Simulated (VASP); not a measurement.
A convergence study with VASP on CoSi$_{2}$ (fluorite): one setting is varied, all else stays as given below, so the limit is that of these other settings.

```
CoSi2
1.0
    0.00000     2.68000     2.68000
    2.68000     0.00000     2.68000
    2.68000     2.68000     0.00000
Co Si
1 2
Direct
  0.00000   0.00000   0.00000
  0.25000   0.25000   0.25000
  0.75000   0.75000   0.75000
```

Method: PBEsol GGA, VASP's PBE PAW potentials (set 64) (plane waves; VASP). The tightest run used: 550 eV cut-off, 19×19×19 Γ-centred mesh, tetrahedra with Blöchl corrections, potentials Co Si.

Question: The settings run are 3×3×3 mesh; 4×4×4 mesh; 5×5×5 mesh; 6×6×6 mesh; 7×7×7 mesh; 8×8×8 mesh; 9×9×9 mesh; 10×10×10 mesh; 11×11×11 mesh; 12×12×12 mesh; 13×13×13 mesh; 14×14×14 mesh; 15×15×15 mesh; 16×16×16 mesh; 17×17×17 mesh; 18×18×18 mesh; 19×19×19 mesh. From which on does the energy per atom stay within 0.002 eV/atom of the tightest run?

Answer: From 8×8×8 mesh on: it is off by 0.0013 there and by no more than 0.002 in any finer run, while 7×7×7 mesh is off by 0.0026.
```csv
setting,E (eV/atom),pressure (GPa),irreducible k-points,difference judged (eV/atom)
3×3×3 mesh,-6.9660,-3.85,4,0.0227
4×4×4 mesh,-6.9793,-4.66,8,0.0095
5×5×5 mesh,-6.9939,-5.11,10,0.0052
6×6×6 mesh,-6.9869,-5.10,16,0.0018
7×7×7 mesh,-6.9913,-4.88,20,0.0026
8×8×8 mesh,-6.9875,-5.01,29,0.0013
9×9×9 mesh,-6.9886,-4.98,35,0.0002
10×10×10 mesh,-6.9889,-4.90,47,0.0001
11×11×11 mesh,-6.9888,-4.87,56,0.0001
12×12×12 mesh,-6.9890,-4.89,72,0.0002
13×13×13 mesh,-6.9884,-4.87,84,0.0004
14×14×14 mesh,-6.9888,-4.85,104,0.0000
15×15×15 mesh,-6.9888,-4.85,120,0.0000
16×16×16 mesh,-6.9887,-4.87,145,0.0000
17×17×17 mesh,-6.9887,-4.85,165,0.0001
18×18×18 mesh,-6.9887,-4.85,195,0.0000
19×19×19 mesh,-6.9887,-4.85,220,0.0000
```

Left out are rungs that failed or repeat a setting and relaxations that didn't move; long series are thinned to 24 rows.

The compound is CoSi2 in the fluorite structure. The cell was not relaxed at this level. The run is not spin-polarised, so no magnetic state was tried. The electron count is odd and the run is not spin-polarised, which forces a metal.
